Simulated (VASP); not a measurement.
Wanted: the native input for a VASP 6.6.1 run.

```
Task                   : relaxation of cell and atoms
Functional             : AM05
Potentials or basis    : VASP PAW PBE potentials, release 64 (Ru_pv)
Cutoff                 : 600 eV
k mesh                 : 15 × 15 × 9
Occupations            : methfessel-paxton, width 0.1 eV
Spin                   : no spin polarisation
Further INCAR settings : ALGO = Normal; EDIFF = 1e-06; IBRION = 2; EDIFFG = -0.01; NSW = 90; ISIF = 3
```

The structure of Ru lies in POSCAR:

```
Ru
1.0
    2.7058000000      0.0000000000      0.0000000000
   -1.3529000000      2.3432915376      0.0000000000
    0.0000000000      0.0000000000      4.2819000000
Ru
2
Direct
    0.3333333333      0.6666666667      0.2500000000
    0.6666666667      0.3333333333      0.7500000000
```

The input as run:

INCAR

```
SYSTEM = Ru
ALGO = Normal
EDIFF = 1E-6
EDIFFG = -0.01
ENCUT = 600
GGA = AM
IBRION = 2
ISIF = 3
ISMEAR = 1
LASPH = .TRUE.
LCHARG = .FALSE.
LREAL = .FALSE.
LWAVE = .FALSE.
NELM = 80
NSW = 90
PREC = Accurate
SIGMA = 0.1
```

KPOINTS

```
k-points
0
G
  15 15 9
  0 0 0
```

Potentials or basis: VASP PAW PBE potentials, release 64 (Ru_pv).

Command:

```sh
$ cat potpaw_PBE.64/Ru_pv/POTCAR > POTCAR
$ mpirun -np 1 vasp_std > vasp.out
```

It gave:

```json
{"Relaxed volume": "13.23 Å³/atom", "Relaxed cell": "a = 2.682 Å, b = 2.682 Å, c = 4.247 Å, α = 90.00°, β = 90.00°, γ = 120.00°", "Space group after relaxing (to 0.05 Å)": "P6_3/mmc (No. 194)", "Energy gained by relaxing": "9.5 meV/atom", "Ionic steps": "7", "Pressure after relaxing": "-0.1 GPa", "Band gap on the k mesh": "none (metal or under the smearing width)"}
```

Caveat: the PAW data sets were made with another functional, which shifts forces and pressure a little.

Run time: 120 s on 1 thread of Intel(R) Xeon(R) 6975P-C (Granite Rapids), with other jobs on the host, peak memory 0.21 GiB.
